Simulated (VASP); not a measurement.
An input for Quantum ESPRESSO's pw.x (written as the equivalent of a VASP run, and not itself run):

```
&CONTROL
  calculation = 'scf'
  pseudo_dir = './pseudo'
  outdir = './out'
  tprnfor = .true.
  tstress = .true.
/
&SYSTEM
  ibrav = 0
  nat = 3
  ntyp = 2
  ecutwfc = 70
  occupations = 'smearing'
  smearing = 'gaussian'
  degauss = 0.003675
  input_dft = 'pbe'
/
&ELECTRONS
  conv_thr = 7.3e-08
  electron_maxstep = 100
/
ATOMIC_SPECIES
  Pb 207.200 Pb.upf
  I 126.904 I.upf
CELL_PARAMETERS angstrom
     2.2800000   -3.9490760    0.0000000
     2.2800000    3.9490760    0.0000000
     0.0000000    0.0000000    6.9800000
ATOMIC_POSITIONS crystal
  Pb   0.0000000  0.0000000  0.0000000
  I    0.3333330  0.6666670  0.2680000
  I    0.6666670  0.3333330  0.7320000
K_POINTS automatic
  4 4 3 0 0 0
```

Question: Translate this input to VASP (INCAR, KPOINTS, POSCAR, choice of POTCAR).

Answer: This is not unique; one that fits is 
### KPOINTS
```
kpoints
0
gamma
4 4 3
```

INCAR:
```
! general
SYSTEM =PbI2
PREC   =Accurate
ENCUT  =400   ! plane-wave cut-off (eV)
LREAL  =.False.   ! projection in real space or not
LASPH  =.True.

! electronic loop
EDIFF  =1E-6
NELM   =100   ! most electronic steps
ALGO   =Normal
LMAXMIX=4   ! l cut-off of mixed one-centre charges

! smearing
ISMEAR =0
SIGMA  =0.05

! functional
GGA    =PE

! ions
ISIF   =2   ! forces and stress, cell fixed

! output
LWAVE  =.False.
LCHARG =.False.
```

**POSCAR**
```
PbI2
1.0
  2.2800000000  -3.9490760000   0.0000000000
  2.2800000000   3.9490760000   0.0000000000
  0.0000000000   0.0000000000   6.9800000000
Pb I
1 2
direct
  0.0000000000   0.0000000000   0.0000000000
  0.3333330000   0.6666670000   0.2680000000
  0.6666670000   0.3333330000   0.7320000000
```

POTCAR, in this order: Pb_d I (PBE.64 set). Program: vasp_std.

Limits of the translation: the potentials are each code's own (VASP's PAW set, PseudoDojo norm-conserving files in pw.x), so ENCUT and ecutwfc are chosen apart and not converted; conv_thr bounds pw.x's estimated SCF error, while EDIFF bounds the energy change between steps.

The compound is PbI2 in the 1T layered structure. The cell was not relaxed at this level.
